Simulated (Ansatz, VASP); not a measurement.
# ZnIn2: VASP beside Ansatz, part 2 of 2

One calculation is typed for both programs; each brings its own data sets. How far apart do they land? The cell is generated by rule, not measured, and may not be a known phase. Of the first pair: The two relaxations start from unlike cells of this crystal (the structure described is Ansatz's start), so only their ends are compared.

VASP 6.6.1 and Ansatz 0.2.0.

So far: Set-up; Ansatz: relaxation of cell and atoms, PBEsol, pair 1; VASP: relaxation of cell and atoms, PBEsol, pair 1; Differences.

## 5. VASP: relaxation of cell and atoms, PBEsol, pair 2

Level of this step: PBEsol; plane waves and PAW (Zn, In_d); invented cell (VASP).

The relaxed volume is the usual yardstick between codes: in a stiff, nearly cubic crystal its relative difference is about their pressure difference at one cell divided by the bulk modulus. Its start cell is another than that of the pair before, and may be another structure of the material.

Input file INCAR:

```
SYSTEM = ZnIn2
PREC = Accurate
ENCUT = 500
EDIFF = 1E-07
NELM = 120
ISMEAR = 1
SIGMA = 0.2
LREAL = .FALSE.
ALGO = Normal
GGA = PS
NBANDS = 25
LORBIT = 11
LWAVE = .FALSE.
LCHARG = .FALSE.
ISIF = 3
IBRION = 2
NSW = 80
EDIFFG = -0.005
LASPH = .TRUE.
GGA_COMPAT = .FALSE.
NELMIN = 4
KPAR = 2
```

Input file POSCAR:

```
ZnIn2
1.0
    5.1625690000      0.0000040000      0.0000000000
   -2.5812880000      4.4709140000      0.0000000000
    0.0000000000      0.0000000000      2.9758830000
Zn In
1 2
Direct
    0.0000000000      0.0000000000      0.0000000000
    0.3333334352      0.6666667412      0.5000001680
    0.6666665648      0.3333332588      0.5000001680
```

Input file KPOINTS:

```
Automatic mesh
0
Gamma
12 12 16
0 0 0
```

Potentials, in the order of the species: Zn and In_d (PBE family, release 64).

Run with:

```bash
> mpirun -np 2 vasp_std
```

Numbers of over 12 decimals in the logs are rounded to 6 here.

Log:

```text
[banner, memory and clock lines left out]
running    2 mpi-ranks, on    1 nodes
[...]
[... a notice as in an earlier step ...]

 LDA part: xc-table for (Slater+PW92), standard interpolation
 POSCAR, INCAR and KPOINTS ok, starting setup
[...]
entering main loop
       N       E                     dE             d eps       ncg     rms          rms(c)
DAV:   1     0.290544916464E+03    0.29054E+03   -0.18881E+04  8558   0.215E+03
DAV:   2     0.145617617062E+02   -0.27598E+03   -0.27188E+03  8566   0.421E+02
DAV:   3    -0.666335997702E+01   -0.21225E+02   -0.21093E+02 10147   0.141E+02
DAV:   4    -0.719318456748E+01   -0.52982E+00   -0.52958E+00 10473   0.235E+01
[...]
DAV:  11    -0.698078508697E+01   -0.11945E-05   -0.17331E-05 11675   0.461E-02    0.117E-02
DAV:  12    -0.698078452507E+01    0.56190E-06   -0.33280E-06 10765   0.144E-02    0.106E-03
DAV:  13    -0.698078447569E+01    0.49380E-07   -0.28826E-07  7865   0.582E-03
   1 F= -.69807845E+01 E0= -.69816090E+01  d E =-.698078E+01
[... from here on, the cycles between the ionic steps are left out ...]
   2 F= -.69811003E+01 E0= -.69819187E+01  d E =-.315818E-03
   3 F= -.69812451E+01 E0= -.69820199E+01  d E =-.460619E-03
   4 F= -.69812481E+01 E0= -.69820130E+01  d E =-.463606E-03
   5 F= -.69812479E+01 E0= -.69820077E+01  d E =-.463423E-03
   6 F= -.69812526E+01 E0= -.69820101E+01  d E =-.466046E-05
 trial-energy change:   -0.000005  1 .order   -0.000005   -0.000012    0.000002
 step:   1.0511(harm=  1.0511)  dis= 0.00000  next Energy=    -6.981253 (dE=-0.489E-05)
 reached required accuracy - stopping structural energy minimisation
```

Parts of OUTCAR (step 5):

```text
  Total       -0.0004847     -0.0004847     -0.0055690      0.0000000     -0.0000000      0.0000000
  in kB       -0.0113171     -0.0113171     -0.1300147      0.0000000     -0.0000000      0.0000000
  external PRESSURE =      -0.0508829 kB  Pullay stress =       0.0000000 kB

 POSITION                                       TOTAL-FORCE (eV/Angst)
 -----------------------------------------------------------------------------------
     -0.00000     -0.00000      2.98973         0.000000     -0.000000      0.000000
     -0.00000      2.97238      1.49486        -0.000000      0.000000      0.000000
      2.57415      1.48619      1.49486         0.000000      0.000000      0.000000
 -----------------------------------------------------------------------------------
    total drift:                                0.000000     -0.000000     -0.000359

  FREE ENERGIE OF THE ION-ELECTRON SYSTEM (eV)
  ---------------------------------------------------
  free  energy   TOTEN  =        -6.9812525594 eV

  energy  without entropy=       -6.9835251275  energy(sigma->0) =       -6.98201008

[... 1 part as in an earlier step ...]

[... 3 further parts left out ...]
[key lines of the parts left out:]
E-fermi :   6.1494
```

## 6. Ansatz: relaxation of cell and atoms, PBEsol, pair 2

The same cell, functional, mesh and smearing now go to Ansatz, which takes its cutoff from its data sets.

The cell is taken from a series of runs on this material, whose earlier steps may have relaxed, scaled, displaced or heated it; both programs get it as it stands.

Input file input.yaml:

```yaml
crystal:
  lattice:
    - [5.1625690595, 4.076e-06, 0.0]
    - [-2.5812880597, 4.4709139163, 0.0]
    - [0.0, 0.0, 2.9758832983]
  atoms:
    - { symbol: Zn, position: [0.0, 0.0, 0.0] }
    - { symbol: In, position: [0.3333333333, 0.6666666667, 0.5] }
    - { symbol: In, position: [0.6666666667, 0.3333333333, 0.5] }
kpoints:
  mp_grid: { grid: [12, 12, 16] }
hamiltonian:
  xc: pbesol
  pseudopotentials: { kind: nc }
scf:
  occupations: { method: methfessel_paxton, width: 0.2 }
output:
  forces: true
  stress: true
  eigenvalues: true
relax:
  adjacent_minimum: "off"
  f_tol: 0.001
  max_steps: 60
  cell: { stress_tol: 0.01 }
```

Run with:

```bash
> ansatz run input.yaml --threads 8 --pin off --max-ram 14336MiB --backend cpu --events-out ev --progress --plain --runs-dir out
```

Log:

```text
[...]
Crystal: 3 atoms, lattice volume = 68.688 Å³
Basis set: ecut = 1142.878222 eV, 6035 PW (Γ), exchange–correlation on 120×120×72 points (8 copies of the dense FFT grid, shifted against one another)
Bands: 28, of which v1, the nominal top of the filled ones, is band 23 counted from 1 (22 counted from 0)
Symmetry: 24 space group operations
[...]
k-points: 171 of 2304
[...]
--- Relaxed structure (3 steps of the walk, 3 accepted, 1 SCFs on fresh bases) ---
[...]
cell:  # Å, volume = 68.6654 Å³
    - [5.149492, 4.065692844591384e-6, 0.0]
    - [-2.574750, 4.459589, 0.0]
    - [0.0, 0.0, 2.990049]
  atoms:
    - { symbol: Zn, position: [0, 0, 0.0] }
    - { symbol: In, position: [0.333333, 0.666667, 0.5] }
    - { symbol: In, position: [0.666667, 0.333333, 0.5] }
[key lines of the parts left out:]
SCF converged after 6 iterations
Free energy (F): -9292.436579 eV
Fermi energy:    11.068458 eV
P = ⅓ Tr σ = 0.0022 GPa (0.022 kbar)
```

## 7. Side by side

What differs besides the data sets and the points named for the pairs above, as far as they apply: the data sets hold 46 valence electrons in Ansatz (on norm-conserving files, of PseudoDojo where its log says so) and 38 in VASP. Total energies have different zeros and are not compared.

Compared:

```tsv
quantity	Ansatz	VASP	difference
volume (Å³)	68.67	68.63	+0.06 %
edge a after relaxation, in the typed setting (Å)	5.149	5.148	+0.02 %
edge c after relaxation, in the typed setting (Å)	2.990	2.990	+0.01 %
```

## 8. VASP: relaxation of cell and atoms, PBEsol, pair 3

The relaxed volume is the usual yardstick between codes: in a stiff, nearly cubic crystal its relative difference is about their pressure difference at one cell divided by the bulk modulus.

Edit INCAR of step 5 so:

```diff
@@ -5,4 +5,4 @@
 NELM = 120
-ISMEAR = 1
-SIGMA = 0.2
+ISMEAR = 0
+SIGMA = 0.1
 LREAL = .FALSE.
```

Input file POSCAR:

```
ZnIn2
1.0
    5.0089780000      0.0000040000      0.0000000000
   -2.5044930000      4.3379010000      0.0000000000
    0.0000000000      0.0000000000      3.1871400000
Zn In
1 2
Direct
    0.0000000000      0.0000000000      0.0000000000
    0.3333334280      0.6666665898      0.5000000000
    0.6666667716      0.3333334102      0.5000000000
```

Input file KPOINTS:

```
Automatic mesh
0
Gamma
12 12 14
0 0 0
```

Run with:

```bash
> mpirun -np 2 vasp_std
```

Log:

```text
[... set-up lines as in an earlier step ...]
 entering main loop
       N       E                     dE             d eps       ncg     rms          rms(c)
DAV:   1     0.290237256832E+03    0.29024E+03   -0.18929E+04  7600   0.215E+03
DAV:   2     0.146519136504E+02   -0.27559E+03   -0.27157E+03  7608   0.420E+02
DAV:   3    -0.660209850912E+01   -0.21254E+02   -0.21107E+02  9091   0.140E+02
DAV:   4    -0.713410400286E+01   -0.53201E+00   -0.53159E+00  9084   0.235E+01
[...]
DAV:  11    -0.693592486403E+01   -0.13592E-05   -0.15383E-05 10582   0.381E-02    0.111E-02
DAV:  12    -0.693592441122E+01    0.45281E-06   -0.20638E-06  9133   0.110E-02    0.112E-03
DAV:  13    -0.693592434555E+01    0.65672E-07   -0.20011E-07  6336   0.473E-03
   1 F= -.69359243E+01 E0= -.69327981E+01  d E =-.693592E+01
[... from here on, the cycles between the ionic steps are left out ...]
   2 F= -.69538422E+01 E0= -.69510356E+01  d E =-.179179E-01
   3 F= -.69826152E+01 E0= -.69796488E+01  d E =-.466909E-01
   4 F= -.69816994E+01 E0= -.69784368E+01  d E =-.457751E-01
   5 F= -.69845009E+01 E0= -.69816597E+01  d E =-.485765E-01
   6 F= -.69845116E+01 E0= -.69816663E+01  d E =-.485872E-01
   7 F= -.69845853E+01 E0= -.69817853E+01  d E =-.737506E-04
   8 F= -.69846637E+01 E0= -.69818444E+01  d E =-.152107E-03
   9 F= -.69846867E+01 E0= -.69818729E+01  d E =-.230319E-04
 trial-energy change:   -0.000023  1 .order   -0.000022   -0.000038   -0.000006
 step:   1.8526(harm=  1.8952)  dis= 0.00000  next Energy=    -6.984687 (dE=-0.235E-04)
 reached required accuracy - stopping structural energy minimisation
```

From OUTCAR (step 8):

```text
  Total       -0.0005969     -0.0005969      0.0074585      0.0000000      0.0000000      0.0000000
  in kB       -0.0139239     -0.0139239      0.1739987      0.0000000      0.0000000      0.0000000
  external PRESSURE =       0.0487170 kB  Pullay stress =       0.0000000 kB

 POSITION                                       TOTAL-FORCE (eV/Angst)
 -----------------------------------------------------------------------------------
      0.00000      0.00000      0.00000         0.000000      0.000000      0.000000
     -0.00000      2.98134      1.48701         0.000000      0.000000     -0.000000
      2.58191      1.49067      1.48701        -0.000000     -0.000000      0.000000
 -----------------------------------------------------------------------------------
    total drift:                               -0.000371     -0.000000     -0.000000

  FREE ENERGIE OF THE ION-ELECTRON SYSTEM (eV)
  ---------------------------------------------------
  free  energy   TOTEN  =        -6.9846867202 eV

  energy  without entropy=       -6.9790590271  energy(sigma->0) =       -6.98187287

[... 1 part as in an earlier step ...]

[... 3 further parts left out ...]
[key lines of the parts left out:]
E-fermi :   6.1413
```

## 9. Ansatz: relaxation of cell and atoms, PBEsol, pair 3

The same cell, functional, mesh and smearing now go to Ansatz, which takes its cutoff from its data sets.

The cell is taken from a series of runs on this material, whose earlier steps may have relaxed, scaled, displaced or heated it; both programs get it as it stands.

Input file input.yaml:

```yaml
crystal:
  lattice:
    - [5.0089784404, 3.9548e-06, 0.0]
    - [-2.5044926451, 4.337900599, 0.0]
    - [0.0, 0.0, 3.1871398377]
  atoms:
    - { symbol: Zn, position: [0.0, 0.0, 0.0] }
    - { symbol: In, position: [0.3333333333, 0.6666666667, 0.5] }
    - { symbol: In, position: [0.6666666667, 0.3333333333, 0.5] }
kpoints:
  mp_grid: { grid: [12, 12, 14] }
hamiltonian:
  xc: pbesol
  pseudopotentials: { kind: nc }
scf:
  occupations: { method: gaussian, width: 0.1 }
output:
  forces: true
  stress: true
  eigenvalues: true
  write_density: true
  write_potential: true
  elf: true
  volumetric_format: npy
relax:
  adjacent_minimum: "off"
  f_tol: 0.005
  max_steps: 80
  cell: { stress_tol: 0.05 }
```

Run with:

```bash
> ansatz run input.yaml --threads 8 --pin off --max-ram 14336MiB --backend cpu --events-out ev --progress --plain --runs-dir out
```

Log:

```text
[...]
Crystal: 3 atoms, lattice volume = 69.252 Å³
Basis set: ecut = 1142.878222 eV, 6107 PW (Γ), exchange–correlation on 120×120×72 points (8 copies of the dense FFT grid, shifted against one another)
Bands: 28, of which v1, the nominal top of the filled ones, is band 23 counted from 1 (22 counted from 0)
Symmetry: 24 space group operations
[...]
k-points: 152 of 2016
[...]
--- Relaxed structure (6 steps of the walk, 6 accepted, 1 SCFs on fresh bases) ---
[...]
cell:  # Å, volume = 68.6876 Å³
    - [5.162569, 4.0760322030869865e-6, 0]
    - [-2.581288, 4.470914, 0]
    - [0, 0, 2.975883]
  atoms:
    - { symbol: Zn, position: [0, 0, 0] }
    - { symbol: In, position: [0.333333, 0.666667, 0.5] }
    - { symbol: In, position: [0.666667, 0.333333, 0.5] }
[key lines of the parts left out:]
SCF converged after 6 iterations
Free energy (F): -9292.439799 eV
Fermi energy:    11.063098 eV
P = ⅓ Tr σ = 0.0208 GPa (0.208 kbar)
```

## 10. Side by side

What differs besides the data sets and the points named for the pairs above, as far as they apply: the data sets hold 46 valence electrons in Ansatz (on norm-conserving files, of PseudoDojo where its log says so) and 38 in VASP. Total energies have different zeros and are not compared.

Compared:

```tsv
quantity	Ansatz	VASP	difference
volume (Å³)	68.69	68.68	+0.01 %
edge a after relaxation, in the typed setting (Å)	5.163	5.164	-0.02 %
edge c after relaxation, in the typed setting (Å)	2.976	2.974	+0.06 %
```

## 11. Results

- difference in edge c after relaxation, in the typed setting (relaxation of cell and atoms, PBEsol, pair 1): 0.12 %
- difference in volume (relaxation of cell and atoms, PBEsol, pair 2): 0.057 %
- difference in edge c after relaxation, in the typed setting (relaxation of cell and atoms, PBEsol, pair 3): 0.064 %

In words: The difference in edge c after relaxation, in the typed setting is 0.12 % (relaxation of cell and atoms, PBEsol, pair 1), within the 1.2 % picked in this series as the mark of a large difference, as far as the stopping tolerances let one tell. The data sets hold unlike numbers of valence electrons (46 in Ansatz and 38 in VASP), so part of the differences comes from the potentials. 2 further runs of this series are not shown here. How closely two codes agree says nothing of how well the functional describes the real material.

[Lines on the potential files, build, host, timing and source positions are cut from VASP's logs without a mark.]

[Logs are printed without paths, hosts, clocks, repeated set-up lines and the standing remarks that a program may print on its own settings, such as how far it seeks lower states.]

[Hosts, paths, dates, database ids (printed as entryN), source tags and the programs' standing remarks are cut or masked in the printed files.]
